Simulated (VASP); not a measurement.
Given:

```yaml
crystal:
  lattice:
    - [0.00000, 2.60382, 2.60382]
    - [2.60382, 0.00000, 2.60382]
    - [2.60382, 2.60382, 0.00000]
  atoms:
    - { symbol: Li, position: [0.00000, 0.00000, 0.00000] }
    - { symbol: Cl, position: [0.50000, 0.50000, 0.50000] }
```

Method: G0W0 on PBE orbitals, VASP's PBE PAW potentials (set 64) (plane waves; VASP). Run with PREC = Normal, 500 eV cut-off, 4×4×4 Γ-centred mesh, Gaussian smearing of 0.010 eV, potentials Li_sv_GW Cl_GW.

The mesh is coarse and the basis finite, so the quasiparticle values are not converged.

NBANDS = 160, ENCUTGW = 200 eV, NOMEGA = 64. The PBE levels (eV) that the step starts from are:

```json
[
 {"state": "k1 (0.00, 0.00, 0.00), band 2", "KS energy": "-13.45", "filling": "2"},
 {"state": "k1 (0.00, 0.00, 0.00), band 3", "KS energy": "-0.21", "filling": "2"},
 {"state": "k1 (0.00, 0.00, 0.00), band 4", "KS energy": "-0.21", "filling": "2"},
 {"state": "k1 (0.00, 0.00, 0.00), band 5", "KS energy": "-0.21", "filling": "2"},
 {"state": "k1 (0.00, 0.00, 0.00), band 6", "KS energy": "5.87", "filling": "0"},
 {"state": "k1 (0.00, 0.00, 0.00), band 7", "KS energy": "11.55", "filling": "0"},
 {"state": "k1 (0.00, 0.00, 0.00), band 8", "KS energy": "11.55", "filling": "0"},
 {"state": "k1 (0.00, 0.00, 0.00), band 9", "KS energy": "11.55", "filling": "0"},
 {"state": "k2 (0.25, 0.00, 0.00), band 2", "KS energy": "-13.21", "filling": "2"},
 {"state": "k2 (0.25, 0.00, 0.00), band 3", "KS energy": "-1.69", "filling": "2"},
 {"state": "k2 (0.25, 0.00, 0.00), band 4", "KS energy": "-0.33", "filling": "2"},
 {"state": "k2 (0.25, 0.00, 0.00), band 5", "KS energy": "-0.33", "filling": "2"},
 {"state": "k2 (0.25, 0.00, 0.00), band 6", "KS energy": "6.83", "filling": "0"},
 {"state": "k2 (0.25, 0.00, 0.00), band 7", "KS energy": "10.34", "filling": "0"},
 {"state": "k2 (0.25, 0.00, 0.00), band 8", "KS energy": "10.34", "filling": "0"},
 {"state": "k2 (0.25, 0.00, 0.00), band 9", "KS energy": "10.53", "filling": "0"},
 {"state": "k5 (0.50, 0.25, 0.00), band 2", "KS energy": "-12.84", "filling": "2"},
 {"state": "k5 (0.50, 0.25, 0.00), band 3", "KS energy": "-2.53", "filling": "2"},
 {"state": "k5 (0.50, 0.25, 0.00), band 4", "KS energy": "-1.40", "filling": "2"},
 {"state": "k5 (0.50, 0.25, 0.00), band 5", "KS energy": "-0.86", "filling": "2"},
 {"state": "k5 (0.50, 0.25, 0.00), band 6", "KS energy": "7.86", "filling": "0"},
 {"state": "k5 (0.50, 0.25, 0.00), band 7", "KS energy": "9.21", "filling": "0"},
 {"state": "k5 (0.50, 0.25, 0.00), band 8", "KS energy": "10.47", "filling": "0"},
 {"state": "k5 (0.50, 0.25, 0.00), band 9", "KS energy": "10.87", "filling": "0"}
]
```

Give the quasiparticle energies and renormalisation factors Z.

```
state                          QP energy (eV)     Z
-----------------------------  --------------  ----
k1 (0.00, 0.00, 0.00), band 2          -15.10  0.76
k1 (0.00, 0.00, 0.00), band 3           -2.05  0.79
k1 (0.00, 0.00, 0.00), band 4           -2.05  0.79
k1 (0.00, 0.00, 0.00), band 5           -2.05  0.79
k1 (0.00, 0.00, 0.00), band 6            6.61  0.83
k1 (0.00, 0.00, 0.00), band 7           12.71  0.82
k1 (0.00, 0.00, 0.00), band 8           12.71  0.82
k1 (0.00, 0.00, 0.00), band 9           12.71  0.82
k2 (0.25, 0.00, 0.00), band 2          -14.80  0.76
k2 (0.25, 0.00, 0.00), band 3           -3.70  0.79
k2 (0.25, 0.00, 0.00), band 4           -2.19  0.79
k2 (0.25, 0.00, 0.00), band 5           -2.19  0.79
k2 (0.25, 0.00, 0.00), band 6            7.65  0.83
k2 (0.25, 0.00, 0.00), band 7           11.50  0.83
k2 (0.25, 0.00, 0.00), band 8           11.50  0.83
k2 (0.25, 0.00, 0.00), band 9           11.55  0.81
k5 (0.50, 0.25, 0.00), band 2          -14.32  0.75
k5 (0.50, 0.25, 0.00), band 3           -4.63  0.78
k5 (0.50, 0.25, 0.00), band 4           -3.38  0.79
k5 (0.50, 0.25, 0.00), band 5           -2.79  0.79
k5 (0.50, 0.25, 0.00), band 6            8.79  0.83
k5 (0.50, 0.25, 0.00), band 7           10.28  0.82
k5 (0.50, 0.25, 0.00), band 8           11.49  0.81
k5 (0.50, 0.25, 0.00), band 9           12.07  0.82
```
On the mesh the gap opens from 6.07 to 8.66 eV.

The compound is LiCl in the rock salt structure. This cell is one point of a volume scan, at 1.04 of the reference volume. The k-mesh is coarse (spacing up to 0.52 per Å, 2π included), so the numbers may not be converged in it.
